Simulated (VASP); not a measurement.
An input for Quantum ESPRESSO's pw.x (written as the equivalent of a VASP run, and not itself run):

```
&CONTROL
  calculation = 'vc-relax'
  pseudo_dir = './pseudo'
  outdir = './out'
  tprnfor = .true.
  tstress = .true.
  nstep = 60
  forc_conv_thr = 0.00078
/
&SYSTEM
  ibrav = 0
  nat = 12
  ntyp = 3
  ecutwfc = 84
  occupations = 'smearing'
  smearing = 'gaussian'
  degauss = 0.003675
  input_dft = 'pbesol'
/
&ELECTRONS
  conv_thr = 7.3e-08
  electron_maxstep = 100
/
&IONS
/
&CELL
/
ATOMIC_SPECIES
  V 50.941 V.upf
  Zn 65.380 Zn.upf
  N 14.007 N.upf
CELL_PARAMETERS angstrom
     4.7262749   -2.7669924    0.0000000
     4.7262749    2.7669924    0.0000000
     0.0000000    0.0000000    5.2202536
ATOMIC_POSITIONS crystal
  V    0.1615021  0.8384979  0.4614841
  V    0.8384979  0.1615021  0.9614841
  Zn   0.5026161  0.8306311  0.9733238
  Zn   0.4973839  0.1693689  0.4733238
  Zn   0.1693689  0.4973839  0.9733238
  Zn   0.8306311  0.5026161  0.4733238
  N    0.4723533  0.8331975  0.3590368
  N    0.5276467  0.1668025  0.8590368
  N    0.1668025  0.5276467  0.3590368
  N    0.8331975  0.4723533  0.8590368
  N    0.1469302  0.8530698  0.8181647
  N    0.8530698  0.1469302  0.3181647
K_POINTS automatic
  4 4 4 0 0 0
```

**Question.** Translate this input to VASP (INCAR, KPOINTS, POSCAR, choice of POTCAR).

**Answer.** One answer among several that fit: 
KPOINTS:
```
Automatic mesh
0
Gamma
4 4 4
0 0 0
```

### INCAR
```
SYSTEM=VZn2N3
PREC=Accurate; ENCUT=520; LREAL=F
LASPH=T
EDIFF=1E-6; NELM=100; ALGO=Normal
LMAXMIX=4
ISMEAR=0; SIGMA=0.05
GGA=PS
IBRION=2; NSW=60; ISIF=3
EDIFFG=-0.02
LWAVE=F; LCHARG=F
```

**POSCAR**
```
VZn2N3
1
    4.7262748809    -2.7669923555     0.0000000000
    4.7262748809     2.7669923555     0.0000000000
    0.0000000000     0.0000000000     5.2202536042
V Zn N
2 4 6
Direct
  0.1615020898   0.8384979102   0.4614841315
  0.8384979102   0.1615020898   0.9614841315
  0.5026161164   0.8306310950   0.9733238215
  0.4973838836   0.1693689050   0.4733238215
  0.1693689050   0.4973838836   0.9733238215
  0.8306310950   0.5026161164   0.4733238215
  0.4723532885   0.8331975158   0.3590367663
  0.5276467115   0.1668024842   0.8590367663
  0.1668024842   0.5276467115   0.3590367663
  0.8331975158   0.4723532885   0.8590367663
  0.1469302005   0.8530697995   0.8181646931
  0.8530697995   0.1469302005   0.3181646931
```

POTCAR, in this order: V_sv Zn N (PBE.64 set). Program: vasp_std.

The two are equivalent in intent, not identical: the potentials are each code's own (VASP's PAW set, PseudoDojo norm-conserving files in pw.x), so ENCUT and ecutwfc are chosen apart and not converted; conv_thr bounds pw.x's estimated SCF error, while EDIFF bounds the energy change between steps; forc_conv_thr acts on force components and is met together with etot_conv_thr.

The structure comes from a computed database's VZn2N3 entry (Cmc2_1); how it stands against other phases isn't given here. This run relaxes it. Symmetry was kept, so distortions that lower it aren't found. The start is the result of an earlier pass.
